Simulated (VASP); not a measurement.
Method: PBE GGA, VASP's PBE PAW potentials (set 64) (plane waves; VASP 6.6.1).

VASP input:

### KPOINTS
```
Automatic mesh
0
Gamma
5 3 1
0 0 0
```

POSCAR:
```
FeNi3
1
    3.5145000000     0.0000000000     0.0000000000
    0.0000000000     4.9702530000     0.0000000000
    0.0000000000     0.0000000000    16.2755000000
Fe Ni
3 9
Direct
  0.0000000000   0.4581630000   0.3843260000
  0.0000000000   0.9581630000   0.5385580000
  0.0000000000   0.4581630000   0.6927900000
  0.5000000000   0.2081630000   0.3072100000
  0.5000000000   0.7081630000   0.3072100000
  0.0000000000   0.9581630000   0.3843260000
  0.5000000000   0.7081630000   0.4614420000
  0.5000000000   0.2081630000   0.4614420000
  0.0000000000   0.4581630000   0.5385580000
  0.5000000000   0.2081630000   0.6156740000
  0.5000000000   0.7081630000   0.6156740000
  0.0000000000   0.9581630000   0.6927900000
```

**INCAR**
```
SYSTEM = FeNi3
PREC = Accurate; ENCUT = 240; LREAL = .FALSE.
LASPH = .TRUE.
EDIFF = 1E-6; NELM = 100; ALGO = Normal
LMAXMIX = 4
ISMEAR = 0; SIGMA = 0.05
GGA = PE
MAGMOM = 3*4.0 9*2.0
ISPIN = 2
ISIF = 2
LWAVE = .FALSE.; LCHARG = .FALSE.; LORBIT = 11
```

POTCAR, in this order: Fe Ni (PBE.64 set). Program: vasp_std.

What VASP printed:

### OUTCAR
```
 ion  position               nearest neighbor table
   1  0.000  0.458  0.384-   6 2.49   6 2.49   8 2.49   7 2.49   7 2.49   8 2.49   4 2.49   5 2.49
                             4 2.49   5 2.49   9 2.51
   2  0.000  0.958  0.539-   9 2.49   9 2.49  11 2.49  10 2.49  10 2.49  11 2.49   7 2.49   8 2.49
                             7 2.49   8 2.49  12 2.51   6 2.51
   3  0.000  0.458  0.693-  12 2.49  12 2.49  10 2.49  11 2.49  10 2.49  11 2.49   9 2.51
   4  0.500  0.208  0.307-   5 2.49   5 2.49   6 2.49   1 2.49   1 2.49   6 2.49   8 2.51
   5  0.500  0.708  0.307-   4 2.49   4 2.49   6 2.49   1 2.49   1 2.49   6 2.49   7 2.51
   6  0.000  0.958  0.384-   1 2.49   1 2.49   8 2.49   7 2.49   7 2.49   8 2.49   4 2.49   5 2.49
                             5 2.49   4 2.49   2 2.51
   7  0.500  0.708  0.461-   8 2.49   8 2.49   1 2.49   6 2.49   1 2.49   6 2.49   9 2.49   2 2.49
                             2 2.49   9 2.49  11 2.51   5 2.51
   8  0.500  0.208  0.461-   7 2.49   7 2.49   1 2.49   6 2.49   1 2.49   6 2.49   9 2.49   2 2.49
                             2 2.49   9 2.49  10 2.51   4 2.51
   9  0.000  0.458  0.539-   2 2.49   2 2.49  11 2.49  10 2.49  10 2.49  11 2.49   7 2.49   8 2.49
                             8 2.49   7 2.49   3 2.51   1 2.51
  10  0.500  0.208  0.616-  11 2.49  11 2.49   2 2.49   9 2.49   2 2.49   9 2.49  12 2.49   3 2.49
                             3 2.49  12 2.49   8 2.51
  11  0.500  0.708  0.616-  10 2.49  10 2.49   2 2.49   9 2.49   2 2.49   9 2.49  12 2.49   3 2.49
                             3 2.49  12 2.49   7 2.51
  12  0.000  0.958  0.693-   3 2.49   3 2.49  11 2.49  10 2.49  10 2.49  11 2.49   2 2.51
  LATTYP: Found a simple orthorhombic cell.
 ALAT       =     3.5145000000
 B/A-ratio  =     1.4142134016
 C/A-ratio  =     4.6309574619
 Subroutine PRICEL returns:
 Original cell was already a primitive cell.
 Subroutine GETGRP returns: Found  4 space group operations
The static configuration has the point symmetry C_1h.
 The point group associated with its full space group is C_2v.
The dynamic configuration has the point symmetry C_1h.
The overall configuration has the point symmetry C_1h.
 Subroutine INISYM returns: Found  4 space group operations
 Subroutine IBZKPT returns following result:
 Found      6 irreducible k-points:

 Following reciprocal coordinates:
            Coordinates               Weight
  0.000000  0.000000  0.000000      1.000000
  0.200000  0.000000  0.000000      2.000000
...
```

OSZICAR:
```
       N       E                     dE             d eps       ncg     rms          rms(c)
DAV:   1     0.591089346419E+03    0.59109E+03   -0.33121E+04  2008   0.870E+02
DAV:   2    -0.352921736298E+02   -0.62638E+03   -0.58091E+03  1992   0.249E+02
DAV:   3    -0.787071787326E+02   -0.43415E+02   -0.41263E+02  2145   0.873E+01
DAV:   4    -0.792985849244E+02   -0.59141E+00   -0.58980E+00  2184   0.111E+01
DAV:   5    -0.793119421922E+02   -0.13357E-01   -0.13357E-01  2874   0.107E+00    0.372E+01
DAV:   6    -0.789684253908E+02    0.34352E+00   -0.96393E+01  2123   0.102E+02    0.583E+01
DAV:   7    -0.790211108386E+02   -0.52685E-01   -0.67740E+01  2108   0.125E+02    0.666E+01
DAV:   8    -0.761566885484E+02    0.28644E+01   -0.98046E+01  2261   0.679E+01    0.625E+01
DAV:   9    -0.620430487615E+02    0.14114E+02   -0.61708E+01  2309   0.584E+01    0.339E+01
DAV:  10    -0.594089869457E+02    0.26341E+01   -0.16244E+01  2169   0.641E+01    0.383E+01
DAV:  11    -0.583966269705E+02    0.10124E+01   -0.16888E+01  2216   0.564E+01    0.228E+01
DAV:  12    -0.615978260445E+02   -0.32012E+01   -0.63298E+00  2162   0.377E+01    0.226E+01
DAV:  13    -0.616171371289E+02   -0.19311E-01   -0.39802E+00  2125   0.289E+01    0.162E+01
DAV:  14    -0.619246775992E+02   -0.30754E+00   -0.27680E+00  2181   0.249E+01    0.137E+01
DAV:  15    -0.631270623480E+02   -0.12024E+01   -0.24667E+00  2079   0.207E+01    0.994E+00
DAV:  16    -0.642847577922E+02   -0.11577E+01   -0.13177E+00  2067   0.156E+01    0.990E+00
DAV:  17    -0.660887399851E+02   -0.18040E+01   -0.18856E+00  2052   0.124E+01    0.929E+00
DAV:  18    -0.674646405167E+02   -0.13759E+01   -0.15756E+00  2033   0.147E+01    0.105E+01
DAV:  19    -0.677342725525E+02   -0.26963E+00   -0.10423E+00  2067   0.117E+01    0.585E+00
DAV:  20    -0.679943948297E+02   -0.26012E+00   -0.37695E-01  2049   0.671E+00    0.542E+00
DAV:  21    -0.681171865710E+02   -0.12279E+00   -0.19980E-01  2051   0.595E+00    0.356E+00
DAV:  22    -0.684621033149E+02   -0.34492E+00   -0.36984E-01  2201   0.397E+00    0.171E+00
DAV:  23    -0.687274399099E+02   -0.26534E+00   -0.27770E-01  2089   0.199E+00    0.121E+00
DAV:  24    -0.687896714369E+02   -0.62232E-01   -0.75434E-02  2038   0.127E+00    0.775E-01
DAV:  25    -0.688533776648E+02   -0.63706E-01   -0.25078E-02  2074   0.960E-01    0.574E-01
DAV:  26    -0.688766622618E+02   -0.23285E-01   -0.63963E-03  2108   0.455E-01    0.402E-01
DAV:  27    -0.689882992439E+02   -0.11164E+00   -0.16773E-02  2091   0.564E-01    0.328E-01
DAV:  28    -0.690462711384E+02   -0.57972E-01   -0.13869E-02  2047   0.422E-01    0.179E-01
DAV:  29    -0.690918628731E+02   -0.45592E-01   -0.41823E-03  2035   0.237E-01    0.142E-01
DAV:  30    -0.691171698625E+02   -0.25307E-01   -0.22449E-03  2013   0.173E-01    0.103E-01
DAV:  31    -0.691325189326E+02   -0.15349E-01   -0.83560E-04  2035   0.123E-01    0.585E-02
DAV:  32    -0.691449379913E+02   -0.12419E-01   -0.58959E-04  2047   0.119E-01    0.709E-02
DAV:  33    -0.691505277936E+02   -0.55898E-02   -0.43245E-04  2030   0.792E-02    0.621E-02
DAV:  34    -0.691519186439E+02   -0.13909E-02   -0.13059E-04  2049   0.753E-02    0.242E-02
DAV:  35    -0.691521867054E+02   -0.26806E-03   -0.71130E-05  2069   0.346E-02    0.157E-02
DAV:  36    -0.691521542329E+02    0.32472E-04   -0.17258E-05  2059   0.286E-02    0.158E-02
DAV:  37    -0.691522235511E+02   -0.69318E-04   -0.13665E-05  2035   0.240E-02    0.109E-02
DAV:  38    -0.691525038099E+02   -0.28026E-03   -0.27359E-05  2030   0.228E-02    0.983E-03
DAV:  39    -0.691526111814E+02   -0.10737E-03   -0.72239E-06  1929   0.147E-02    0.762E-03
DAV:  40    -0.691527579231E+02   -0.14674E-03   -0.10280E-05  1882   0.111E-02    0.400E-03
DAV:  41    -0.691527947774E+02   -0.36854E-04   -0.23534E-06  1543   0.537E-03    0.248E-03
DAV:  42    -0.691528004666E+02   -0.56892E-05   -0.31767E-07  1336   0.288E-03    0.182E-03
DAV:  43    -0.691528031213E+02   -0.26547E-05   -0.16061E-07  1311   0.225E-03    0.161E-03
DAV:  44    -0.691528032721E+02   -0.15080E-06   -0.45243E-08  1275   0.206E-03
   1 F= -.69152803E+02 E0= -.69143353E+02  d E =-.189004E-01  mag=    14.3797
```

File OUTCAR:
```
------------------------ aborting loop because EDIFF is reached ----------------------------------------
  FORCE on cell =-STRESS in cart. coord.  units (eV):
  Direction    XX          YY          ZZ          XY          YZ          ZX
  --------------------------------------------------------------------------------------
  Total      -23.0936613    -21.2263856    -20.5631501      0.0000000      0.0000000      0.0000000
  in kB     -130.1448513   -119.6217768   -115.8840982      0.0000000      0.0000000      0.0000000
  external PRESSURE =    -121.8835755 kB  Pullay stress =       0.0000000 kB
  volume of cell :      284.30
      direct lattice vectors                 reciprocal lattice vectors
     3.514500000  0.000000000  0.000000000     0.284535496  0.000000000  0.000000000
     0.000000000  4.970253000  0.000000000     0.000000000  0.201197001  0.000000000
     0.000000000  0.000000000 16.275500000     0.000000000  0.000000000  0.061442045
 POSITION                                       TOTAL-FORCE (eV/Angst)
 -----------------------------------------------------------------------------------
      0.00000      2.27719      6.25510         0.000000      0.000000     -0.666743
      0.00000      4.76231      8.76530         0.000000      0.000000      0.184877
      0.00000      2.27719     11.27550         0.000000      0.000000     -0.636598
      1.75725      1.03462      5.00000         0.000000      0.108600      0.556103
      1.75725      3.51975      5.00000         0.000000     -0.108600      0.556103
      0.00000      4.76231      6.25510         0.000000      0.000000     -0.295204
      1.75725      3.51975      7.51020         0.000000      0.031392     -0.142712
      1.75725      1.03462      7.51020         0.000000     -0.031392     -0.142712
      0.00000      2.27719      8.76530         0.000000      0.000000      0.252230
      1.75725      1.03462     10.02040         0.000000      0.042498      0.489682
      1.75725      3.51975     10.02040         0.000000     -0.042498      0.489682
      0.00000      4.76231     11.27550         0.000000      0.000000     -0.644708
 -----------------------------------------------------------------------------------
    total drift:                                0.000000     -0.000957      0.001091
  FREE ENERGIE OF THE ION-ELECTRON SYSTEM (eV)
  ---------------------------------------------------
  free  energy   TOTEN  =       -69.1528032721 eV

  energy  without entropy=      -69.1339028387  energy(sigma->0) =      -69.14335306

 total charge

# of ion       s       p       d       tot
------------------------------------------
    1        0.470   0.477   6.167   7.114
    2        0.475   0.501   6.182   7.159
    3        0.456   0.320   6.109   6.885
    4        0.467   0.297   8.376   9.140
    5        0.467   0.297   8.376   9.140
    6        0.496   0.475   8.370   9.340
    7        0.505   0.507   8.384   9.395
    8        0.505   0.507   8.384   9.395
    9        0.507   0.509   8.384   9.399
   10        0.502   0.489   8.366   9.357
   11        0.502   0.489   8.366   9.357
   12        0.468   0.307   8.396   9.170
--------------------------------------------------
tot          5.820   5.173  93.860 104.853

 magnetization (x)

# of ion       s       p       d       tot
------------------------------------------
    1        0.009  -0.006   2.863   2.866
    2        0.011  -0.004   2.861   2.867
    3        0.025   0.002   3.115   3.141
    4       -0.011  -0.025   0.764   0.727
    5       -0.011  -0.025   0.764   0.727
    6       -0.017  -0.041   0.625   0.567
    7       -0.017  -0.043   0.636   0.575
    8       -0.017  -0.043   0.636   0.575
    9       -0.018  -0.049   0.661   0.594
   10       -0.020  -0.049   0.665   0.597
   11       -0.020  -0.049   0.665   0.597
   12       -0.007  -0.030   0.702   0.665
--------------------------------------------------
tot         -0.094  -0.363  14.955  14.498
```
(Selected blocks of OUTCAR.)

At this cut-off the stress carries a Pulay error, which pulls relaxed volumes low. The cell holds a wide vacuum, so values per volume refer to the whole cell.

The cell is a sheet with vacuum, built from a generated structure.
